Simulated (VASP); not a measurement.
**GW on GaAs**

Wanted: how far GW moves the Kohn-Sham levels of GaAs. The cell is of the zinc-blende type, one of the forms listed for this formula. The start is a cell from a database of measured crystal structures.

Program: VASP 6.6.1. Level of theory: r2SCAN; plane waves and PAW (As_GW, Ga_d_GW), in the first sound run; inputs show where later runs differ. Results are calculated unless marked as measured.

This is a report of a sequence of runs, with most program output left out.

### Step 1. The starting structure

Symmetry: F-43m, No. 216, cubic system. The conventional cell has a = 5.654 Å, b = 5.654 Å, c = 5.654 Å, α = 90.00°, β = 90.00°, γ = 90.00°. Nearest to As lie 4 Ga at 2.45 Å. Nearest to Ga lie 4 As at 2.45 Å. Farther neighbours are not listed.

### Step 2. Ground state

The orbitals come from a self-consistent r2SCAN run with a tight EDIFF and a narrow smearing. KPOINTS_OPT adds the bands along a path, which shows whether the mesh holds the band edges.

INCAR reads:

```
SYSTEM = GaAs
PREC = Accurate
ENCUT = 430
EDIFF = 1E-08
NELM = 100
ISMEAR = 0
SIGMA = 0.01
LREAL = .FALSE.
ALGO = Normal
METAGGA = R2SCAN
LASPH = .TRUE.
NBANDS = 15
LORBIT = 11
LWAVE = .TRUE.
LCHARG = .FALSE.
KPAR = 8
```

POSCAR reads:

```
GaAs
1.0
    0.0000000000      2.8268500000      2.8268500000
    2.8268500000      0.0000000000      2.8268500000
    2.8268500000      2.8268500000      0.0000000000
As Ga
1 1
Direct
    0.7500000000      0.7500000000      0.7500000000
    0.0000000000      0.0000000000      0.0000000000
```

KPOINTS reads:

```
Automatic mesh
0
Gamma
4 4 4
0 0 0
```

KPOINTS_OPT reads:

```
Line mode
12
Line-mode
Reciprocal
  0.00000000   0.00000000   0.00000000 GAMMA
  0.50000000   0.00000000   0.50000000 X

  0.50000000   0.00000000   0.50000000 X
  0.50000000   0.25000000   0.75000000 W

  0.50000000   0.25000000   0.75000000 W
  0.37500000   0.37500000   0.75000000 K

  0.37500000   0.37500000   0.75000000 K
  0.00000000   0.00000000   0.00000000 GAMMA

  0.00000000   0.00000000   0.00000000 GAMMA
  0.50000000   0.50000000   0.50000000 L

  0.50000000   0.50000000   0.50000000 L
  0.62500000   0.25000000   0.62500000 U

  0.62500000   0.25000000   0.62500000 U
  0.50000000   0.25000000   0.75000000 W

  0.50000000   0.25000000   0.75000000 W
  0.50000000   0.50000000   0.50000000 L

  0.50000000   0.50000000   0.50000000 L
  0.37500000   0.37500000   0.75000000 K

  0.62500000   0.25000000   0.62500000 U
  0.50000000   0.00000000   0.50000000 X
```

The projector-augmented-wave data sets are As_GW and Ga_d_GW (PBE family, release 64).

Run with:

```bash
mpirun -np 8 vasp_std
```

Wall time 20 s (8 MPI ranks of Intel Xeon 6975P-C (Granite Rapids), shared host); peak memory 1.2 GiB.

The PAW data sets were made with PBE, which is usual practice but a small mismatch for other functionals.

This step gave:

* free energy (TOTEN): -26.92 eV
* Fermi energy: 3.723 eV
* pressure: 0.5904 GPa
* least gap on mesh and path: 0.9823 eV
* least direct gap on mesh and path: 0.9823 eV

The highest empty bands on the path are converged less tightly, to about 0.1 eV. The electronic bands at the labelled points (eV, zero at the valence-band top; v1 is the highest filled band, c1 the lowest empty one):

| point | v3 | v2 | v1 | c1 | c2 | c3 | c4 |
| --- | --- | --- | --- | --- | --- | --- | --- |
| Γ | 0.00 | 0.00 | 0.00 | 0.98 | 4.02 | 4.02 | 4.02 |
| 0.45 of the way | -3.73 | -1.57 | -1.57 | 2.40 | 3.72 | 6.64 | 6.64 |
| X | -7.00 | -2.79 | -2.79 | 1.73 | 1.93 | 10.85 | 10.85 |
| 0.45 of the way | -6.92 | -3.19 | -3.10 | 2.67 | 2.89 | 8.99 | 9.16 |
| W | -6.81 | -3.65 | -3.45 | 5.01 | 5.04 | 5.88 | 6.45 |
| 0.45 of the way | -6.80 | -3.86 | -2.95 | 3.42 | 5.08 | 6.96 | 7.39 |
| K | -6.81 | -3.98 | -2.35 | 2.25 | 5.00 | 8.52 | 8.57 |
| 0.45 of the way | -4.98 | -2.80 | -0.85 | 3.10 | 5.36 | 5.41 | 6.04 |
| Γ | 0.00 | 0.00 | 0.00 | 0.98 | 4.02 | 4.02 | 4.02 |
| 0.45 of the way | -3.81 | -0.62 | -0.62 | 1.87 | 4.85 | 4.85 | 6.05 |
| L | -6.83 | -1.19 | -1.19 | 1.34 | 4.96 | 4.96 | 8.26 |
| 0.45 of the way | -6.70 | -2.89 | -1.62 | 2.67 | 4.91 | 6.04 | 8.26 |
| U | -6.81 | -3.98 | -2.35 | 2.25 | 5.00 | 8.52 | 8.57 |
| 0.45 of the way | -6.80 | -3.90 | -2.80 | 3.10 | 5.06 | 7.26 | 7.65 |
| W | -6.81 | -3.65 | -3.45 | 5.01 | 5.04 | 5.88 | 6.45 |
| 0.45 of the way | -6.65 | -3.47 | -2.15 | 3.54 | 4.54 | 6.88 | 8.23 |
| L | -6.83 | -1.19 | -1.19 | 1.34 | 4.96 | 4.96 | 8.26 |
| 0.55 of the way | -6.67 | -3.27 | -1.76 | 2.71 | 5.24 | 6.45 | 7.87 |
| K | -6.81 | -3.98 | -2.35 | 2.25 | 5.00 | 8.52 | 8.57 |
| jump to U | -6.81 | -3.98 | -2.35 | 2.25 | 5.00 | 8.52 | 8.57 |
| 0.55 of the way | -6.96 | -3.24 | -2.69 | 1.90 | 2.70 | 9.96 | 10.14 |
| X | -7.00 | -2.79 | -2.79 | 1.73 | 1.93 | 10.85 | 10.85 |

Of the projections kept (As, Ga), the largest for each band there; the rest of the weight can lie on other orbitals:

| point | v3 | v2 | v1 | c1 | c2 | c3 | c4 |
| --- | --- | --- | --- | --- | --- | --- | --- |
| Γ | As 0.74 | As 0.74 | As 0.74 | Ga 0.52 | Ga 0.79 | Ga 0.79 | Ga 0.79 |
| X | Ga 0.74 | As 0.61 | As 0.61 | Ga 0.62 | Ga 0.62 | Ga 0.56 | Ga 0.56 |
| W | Ga 0.76 | As 0.63 | As 0.56 | As 0.56 | As 0.74 | Ga 0.70 | Ga 0.74 |
| K | Ga 0.73 | As 0.59 | As 0.62 | Ga 0.62 | As 0.55 | Ga 0.58 | Ga 0.55 |
| Γ | As 0.74 | As 0.74 | As 0.74 | Ga 0.52 | Ga 0.79 | Ga 0.79 | Ga 0.79 |
| L | Ga 0.62 | As 0.66 | As 0.66 | Ga 0.61 | Ga 0.67 | Ga 0.67 | As 0.58 |

The cell has a gap of 0.982 eV on mesh and path. Spin-orbit coupling is left out, which can shift or reorder these edges.

### Step 3. Empty bands

The next step needs empty bands that the ground-state run didn't converge, so the Hamiltonian is diagonalised exactly for NBANDS bands, in a single step. LOPTICS writes the k-derivatives of the orbitals (WAVEDER), which give the long-wavelength limit of the screening.

INCAR reads:

```
SYSTEM = GaAs
PREC = Accurate
ENCUT = 430
ISMEAR = 0
SIGMA = 0.01
LREAL = .FALSE.
METAGGA = R2SCAN
LASPH = .TRUE.
NBANDS = 48
ALGO = Exact
NELM = 1
LWAVE = .TRUE.
LCHARG = .FALSE.
LOPTICS = .TRUE.
NEDOS = 1000
CSHIFT = 0.1
```

POSCAR is that of step 2.

KPOINTS is that of step 2.

Run with:

```bash
mpirun -np 8 vasp_std
```

Run time: 6 s. Hardware: 8 MPI ranks; peak memory 1.1 GiB.

The gap is read on the k-mesh alone, so it is an upper bound where the band edges lie off the mesh.

A gap read on the k-mesh alone can miss the band edges.

This step gave:

```
gap on the k-mesh              : 0.9823 eV
least direct gap on the k-mesh : 0.9823 eV
```

WAVECAR now holds 48 bands for 18 electrons. Its independent-particle dielectric tensor has xx, yy, zz = 37.6, 37.6, 37.6 on this mesh, which isn't tested for convergence in mesh or bands and lacks local fields. A value this large is set by the few k points at the smallest gap, and it enters the screening of any GW step.

### Step 4. G0W0, bands in the sums 48

This step: G0W0 on r2SCAN; plane waves and PAW (As_GW, Ga_d_GW) (VASP 6.6.1).

G0W0 keeps orbitals and screening fixed and shifts each of the lowest NBANDSGW levels once.

INCAR reads:

```
SYSTEM = GaAs
PREC = Accurate
ENCUT = 430
ISMEAR = 0
SIGMA = 0.01
LREAL = .FALSE.
METAGGA = R2SCAN
LASPH = .TRUE.
NBANDS = 48
ALGO = EVGW0
NELMGW = 1
ENCUTGW = 200
NOMEGA = 64
PRECFOCK = Fast
NBANDSGW = 24
LWAVE = .FALSE.
LCHARG = .FALSE.
```

POSCAR is that of step 3.

KPOINTS is that of step 3.

Run with:

```bash
mpirun -np 8 vasp_std
```

Elapsed: 13 s, on 8 MPI ranks; peak memory 1.9 GiB.

This step gave:

| Property | Result |
| --- | --- |
| quasiparticle gap on the mesh | 1.647 eV |
| smallest direct quasiparticle gap on the mesh | 1.647 eV |
| gap of the starting orbitals on the mesh | 0.9824 eV |

GW takes the gap from 0.982 to 1.647 eV. Spin-orbit coupling is left out. The value holds for 48 bands, ENCUTGW = 200 eV and this mesh, and isn't shown to be converged in them.

### Step 5. Empty bands

This step: r2SCAN; plane waves and PAW (As_GW, Ga_d_GW) (VASP 6.6.1).

The empty bands are made again, for the run that follows.

INCAR reads:

```
SYSTEM = GaAs
PREC = Accurate
ENCUT = 430
ISMEAR = 0
SIGMA = 0.01
LREAL = .FALSE.
METAGGA = R2SCAN
LASPH = .TRUE.
NBANDS = 64
ALGO = Exact
NELM = 1
LWAVE = .TRUE.
LCHARG = .FALSE.
LOPTICS = .TRUE.
NEDOS = 1000
CSHIFT = 0.1
```

POSCAR is that of step 4.

KPOINTS is that of step 4.

Run with:

```bash
mpirun -np 8 vasp_std
```

Elapsed: 6.4 s, on 8 MPI ranks; peak memory 1.1 GiB.

WAVECAR now holds 64 bands for 18 electrons.

### Step 6. G0W0, bands in the sums 64

This step: G0W0 on r2SCAN; plane waves and PAW (As_GW, Ga_d_GW) (VASP 6.6.1).

The sums now run over 64 bands at the same response cutoff.

INCAR reads:

```
SYSTEM = GaAs
PREC = Accurate
ENCUT = 430
ISMEAR = 0
SIGMA = 0.01
LREAL = .FALSE.
METAGGA = R2SCAN
LASPH = .TRUE.
NBANDS = 64
ALGO = EVGW0
NELMGW = 1
ENCUTGW = 200
NOMEGA = 64
PRECFOCK = Fast
NBANDSGW = 24
LWAVE = .FALSE.
LCHARG = .FALSE.
```

POSCAR is that of step 5.

KPOINTS is that of step 5.

Run with:

```bash
mpirun -np 8 vasp_std
```

Elapsed: 16 s, on 8 MPI ranks; peak memory 2 GiB.

The gap is now 1.636 eV, -11 meV against the GW run before. Spin-orbit coupling is left out.

### Step 7. Empty bands

This step: r2SCAN; plane waves and PAW (As_GW, Ga_d_GW) (VASP 6.6.1).

INCAR reads:

```
SYSTEM = GaAs
PREC = Accurate
ENCUT = 430
ISMEAR = 0
SIGMA = 0.01
LREAL = .FALSE.
METAGGA = R2SCAN
LASPH = .TRUE.
NBANDS = 88
ALGO = Exact
NELM = 1
LWAVE = .TRUE.
LCHARG = .FALSE.
LOPTICS = .TRUE.
NEDOS = 1000
CSHIFT = 0.1
```

POSCAR is that of step 6.

KPOINTS is that of step 6.

Run with:

```bash
mpirun -np 8 vasp_std
```

Run time: 6.4 s. Hardware: 8 MPI ranks; peak memory 1.1 GiB; 45 s of CPU time.

WAVECAR now holds 88 bands for 18 electrons.

### Step 8. G0W0, bands in the sums 88

This step: G0W0 on r2SCAN; plane waves and PAW (As_GW, Ga_d_GW) (VASP 6.6.1).

The sums now run over 88 bands at the same response cutoff.

INCAR reads:

```
SYSTEM = GaAs
PREC = Accurate
ENCUT = 430
ISMEAR = 0
SIGMA = 0.01
LREAL = .FALSE.
METAGGA = R2SCAN
LASPH = .TRUE.
NBANDS = 88
ALGO = EVGW0
NELMGW = 1
ENCUTGW = 200
NOMEGA = 64
PRECFOCK = Fast
NBANDSGW = 24
LWAVE = .FALSE.
LCHARG = .FALSE.
```

POSCAR is that of step 7.

KPOINTS is that of step 7.

Run with:

```bash
mpirun -np 8 vasp_std
```

The job ended after 23 s (8 MPI ranks; peak memory 2 GiB; 2.9 min of CPU time).

The gap is now 1.626 eV, -11 meV against the GW run before. Spin-orbit coupling is left out.

### Step 9. Empty bands

This step: r2SCAN; plane waves and PAW (As_GW, Ga_d_GW) (VASP 6.6.1).

INCAR reads:

```
SYSTEM = GaAs
PREC = Accurate
ENCUT = 430
ISMEAR = 0
SIGMA = 0.01
LREAL = .FALSE.
METAGGA = R2SCAN
LASPH = .TRUE.
NBANDS = 120
ALGO = Exact
NELM = 1
LWAVE = .TRUE.
LCHARG = .FALSE.
LOPTICS = .TRUE.
NEDOS = 1000
CSHIFT = 0.1
```

POSCAR is that of step 8.

KPOINTS is that of step 8.

Run with:

```bash
mpirun -np 8 vasp_std
```

It took 7.2 s on 8 MPI ranks; peak memory 1.1 GiB; 52 s of CPU time.

WAVECAR now holds 120 bands for 18 electrons.

### Step 10. G0W0, bands in the sums 120

This step: G0W0 on r2SCAN; plane waves and PAW (As_GW, Ga_d_GW) (VASP 6.6.1).

The sums now run over 120 bands at the same response cutoff.

INCAR reads:

```
SYSTEM = GaAs
PREC = Accurate
ENCUT = 430
ISMEAR = 0
SIGMA = 0.01
LREAL = .FALSE.
METAGGA = R2SCAN
LASPH = .TRUE.
NBANDS = 120
ALGO = EVGW0
NELMGW = 1
ENCUTGW = 200
NOMEGA = 64
PRECFOCK = Fast
NBANDSGW = 24
LWAVE = .FALSE.
LCHARG = .FALSE.
```

POSCAR is that of step 9.

KPOINTS is that of step 9.

Run with:

```bash
mpirun -np 8 vasp_std
```

Wall time 26 s (8 MPI ranks); peak memory 2 GiB.

The gap is now 1.616 eV, -10 meV against the GW run before. Spin-orbit coupling is left out.

### Step 11. Empty bands

This step: r2SCAN; plane waves and PAW (As_GW, Ga_d_GW) (VASP 6.6.1).

INCAR reads:

```
SYSTEM = GaAs
PREC = Accurate
ENCUT = 430
ISMEAR = 0
SIGMA = 0.01
LREAL = .FALSE.
METAGGA = R2SCAN
LASPH = .TRUE.
NBANDS = 152
ALGO = Exact
NELM = 1
LWAVE = .TRUE.
LCHARG = .FALSE.
LOPTICS = .TRUE.
NEDOS = 1000
CSHIFT = 0.1
```

POSCAR is that of step 10.

KPOINTS is that of step 10.

Run with:

```bash
mpirun -np 8 vasp_std
```

Run time: 7.4 s. Hardware: 8 MPI ranks; peak memory 1.1 GiB; 54 s of CPU time.

WAVECAR now holds 152 bands for 18 electrons.

### Step 12. G0W0, bands in the sums 152

This step: G0W0 on r2SCAN; plane waves and PAW (As_GW, Ga_d_GW) (VASP 6.6.1).

The sums now run over 152 bands at the same response cutoff.

INCAR reads:

```
SYSTEM = GaAs
PREC = Accurate
ENCUT = 430
ISMEAR = 0
SIGMA = 0.01
LREAL = .FALSE.
METAGGA = R2SCAN
LASPH = .TRUE.
NBANDS = 152
ALGO = EVGW0
NELMGW = 1
ENCUTGW = 200
NOMEGA = 64
PRECFOCK = Fast
NBANDSGW = 24
LWAVE = .FALSE.
LCHARG = .FALSE.
```

POSCAR is that of step 11.

KPOINTS is that of step 11.

Run with:

```bash
mpirun -np 8 vasp_std
```

It took 29 s on 8 MPI ranks; peak memory 2.1 GiB; 3.7 min of CPU time.

The gap is now 1.613 eV, -3 meV against the GW run before. Spin-orbit coupling is left out.

### Step 13. Empty bands

This step: r2SCAN; plane waves and PAW (As_GW, Ga_d_GW) (VASP 6.6.1).

INCAR reads:

```
SYSTEM = GaAs
PREC = Accurate
ENCUT = 430
ISMEAR = 0
SIGMA = 0.01
LREAL = .FALSE.
METAGGA = R2SCAN
LASPH = .TRUE.
NBANDS = 192
ALGO = Exact
NELM = 1
LWAVE = .TRUE.
LCHARG = .FALSE.
LOPTICS = .TRUE.
NEDOS = 1000
CSHIFT = 0.1
```

POSCAR is that of step 12.

KPOINTS is that of step 12.

Run with:

```bash
mpirun -np 8 vasp_std
```

Run time: 8 s. Hardware: 8 MPI ranks; peak memory 1.1 GiB.

WAVECAR now holds 192 bands for 18 electrons.

### Step 14. G0W0, bands in the sums 192

This step: G0W0 on r2SCAN; plane waves and PAW (As_GW, Ga_d_GW) (VASP 6.6.1).

The sums now run over 192 bands at the same response cutoff.

INCAR reads:

```
SYSTEM = GaAs
PREC = Accurate
ENCUT = 430
ISMEAR = 0
SIGMA = 0.01
LREAL = .FALSE.
METAGGA = R2SCAN
LASPH = .TRUE.
NBANDS = 192
ALGO = EVGW0
NELMGW = 1
ENCUTGW = 200
NOMEGA = 64
PRECFOCK = Fast
NBANDSGW = 24
LWAVE = .FALSE.
LCHARG = .FALSE.
```

POSCAR is that of step 13.

KPOINTS is that of step 13.

Run with:

```bash
mpirun -np 8 vasp_std
```

Run time: 34 s. Hardware: 8 MPI ranks; peak memory 2.1 GiB; 4.3 min of CPU time.

The gap is now 1.609 eV, -4 meV against the GW run before. Spin-orbit coupling is left out.

### Step 15. Empty bands

This step: r2SCAN; plane waves and PAW (As_GW, Ga_d_GW) (VASP 6.6.1).

INCAR reads:

```
SYSTEM = GaAs
PREC = Accurate
ENCUT = 430
ISMEAR = 0
SIGMA = 0.01
LREAL = .FALSE.
METAGGA = R2SCAN
LASPH = .TRUE.
NBANDS = 240
ALGO = Exact
NELM = 1
LWAVE = .TRUE.
LCHARG = .FALSE.
LOPTICS = .TRUE.
NEDOS = 1000
CSHIFT = 0.1
```

POSCAR is that of step 14.

KPOINTS is that of step 14.

Run with:

```bash
mpirun -np 8 vasp_std
```

It took 8 s on 8 MPI ranks; peak memory 1.1 GiB.

WAVECAR now holds 240 bands for 18 electrons.

### Step 16. G0W0, bands in the sums 240

This step: G0W0 on r2SCAN; plane waves and PAW (As_GW, Ga_d_GW) (VASP 6.6.1).

The sums now run over 240 bands at the same response cutoff.

INCAR reads:

```
SYSTEM = GaAs
PREC = Accurate
ENCUT = 430
ISMEAR = 0
SIGMA = 0.01
LREAL = .FALSE.
METAGGA = R2SCAN
LASPH = .TRUE.
NBANDS = 240
ALGO = EVGW0
NELMGW = 1
ENCUTGW = 200
NOMEGA = 64
PRECFOCK = Fast
NBANDSGW = 24
LWAVE = .FALSE.
LCHARG = .FALSE.
```

POSCAR is that of step 15.

KPOINTS is that of step 15.

Run with:

```bash
mpirun -np 8 vasp_std
```

Elapsed: 39 s, on 8 MPI ranks; peak memory 2.2 GiB.

The gap is now 1.590 eV, -19 meV against the GW run before. Spin-orbit coupling is left out.

### Step 17. Empty bands

This step: r2SCAN; plane waves and PAW (As_GW, Ga_d_GW) (VASP 6.6.1).

INCAR reads:

```
SYSTEM = GaAs
PREC = Accurate
ENCUT = 430
ISMEAR = 0
SIGMA = 0.01
LREAL = .FALSE.
METAGGA = R2SCAN
LASPH = .TRUE.
NBANDS = 296
ALGO = Exact
NELM = 1
LWAVE = .TRUE.
LCHARG = .FALSE.
LOPTICS = .TRUE.
NEDOS = 1000
CSHIFT = 0.1
```

POSCAR is that of step 16.

KPOINTS is that of step 16.

Run with:

```bash
mpirun -np 8 vasp_std
```

Elapsed: 8.2 s, on 8 MPI ranks; peak memory 1.1 GiB; 61 s of CPU time.

WAVECAR now holds 296 bands for 18 electrons.

### Step 18. G0W0, bands in the sums 296

This step: G0W0 on r2SCAN; plane waves and PAW (As_GW, Ga_d_GW) (VASP 6.6.1).

The sums now run over 296 bands at the same response cutoff.

INCAR reads:

```
SYSTEM = GaAs
PREC = Accurate
ENCUT = 430
ISMEAR = 0
SIGMA = 0.01
LREAL = .FALSE.
METAGGA = R2SCAN
LASPH = .TRUE.
NBANDS = 296
ALGO = EVGW0
NELMGW = 1
ENCUTGW = 200
NOMEGA = 64
PRECFOCK = Fast
NBANDSGW = 24
LWAVE = .FALSE.
LCHARG = .FALSE.
```

POSCAR is that of step 17.

KPOINTS is that of step 17.

Run with:

```bash
mpirun -np 8 vasp_std
```

Wall time 51 s (8 MPI ranks); peak memory 2.3 GiB; 6.7 min of CPU time.

The gap is now 1.584 eV, -6 meV against the GW run before. Spin-orbit coupling is left out.

### Step 19. Summary

This step: GW series: G0W0 on r2SCAN; plane waves and PAW (VASP 6.6.1).

This step runs nothing: it gathers the runs above.

G0W0 on a 4x4x4 mesh; cost is wall time times ranks on a shared host, with the step that makes the empty bands but not the self-consistent start. G0W0 series:

| bands in the sums | quasiparticle gap (eV) | direct quasiparticle gap (eV) | cost (core minutes) |
| --- | --- | --- | --- |
| 48 | 1.647 | 1.647 | 2.48 |
| 64 | 1.636 | 1.636 | 3.04 |
| 88 | 1.626 | 1.626 | 3.92 |
| 120 | 1.616 | 1.616 | 4.43 |
| 152 | 1.613 | 1.613 | 4.85 |
| 192 | 1.609 | 1.609 | 5.6 |
| 240 | 1.59 | 1.59 | 6.27 |
| 296 | 1.584 | 1.584 | 7.89 |

### Step 20. Results

```yaml
g0w0_on_r2scan_296_bands_encutgw_200_ev_nomega_64_mesh_4x4x4: 0.982 → 1.584 eV
g0w0_on_r2scan_48_bands_encutgw_200_ev_nomega_64_mesh_4x4x4: 0.982 → 1.647 eV
```

In words: G0W0 gives a quasiparticle gap of 1.584 eV on the mesh, 0.60 eV over the r2SCAN gap on the same mesh. On mesh and path the starting valence top lies at Γ and the conduction bottom at Γ, so the starting gap is direct. Both points lie on the GW mesh. The steps of the series move the gap by -11, -11, -10, -3, -4, -19, -6 meV; the last costs 1.3 times the one before. The last step lies within a tolerance of 30 meV, picked for this account, and the last two together move the gap by -25 meV. Response cutoff and mesh weren't varied, so the series can only reach this cutoff's value. The orbitals give an independent-particle dielectric component as large as 38 on this mesh, so the screening is unlikely to be converged. In Ga_d_GW the d shell is in the valence without all the semicore s and p states of the same shell; those stay frozen in the core, and how far that moves the GW gap wasn't tested here. Spin-orbit coupling is left out; with As and Ga in the cell it can split or shift band edges, by an amount that depends on which atoms form them and isn't tested here. Not tabulated here, as repeats of values shown or as unfit to read for their mesh, reference level or band range: eps2 curves (empty bands); eps1 curves and static values (empty bands); gaps (empty bands).

[Lines on the potential files, build, host, timing and source positions are cut from VASP's logs without a mark.]

[Logs are printed without paths, hosts, clocks, repeated set-up lines and the standing remarks that a program may print on its own settings, such as how far it seeks lower states.]

[Hosts, paths, dates, database ids (printed as entryN), source tags and the programs' standing remarks are cut or masked in the printed files.]

[Pressures printed for these runs are not shown converged in the cutoff: they can be off by several GPa and have the wrong sign.]
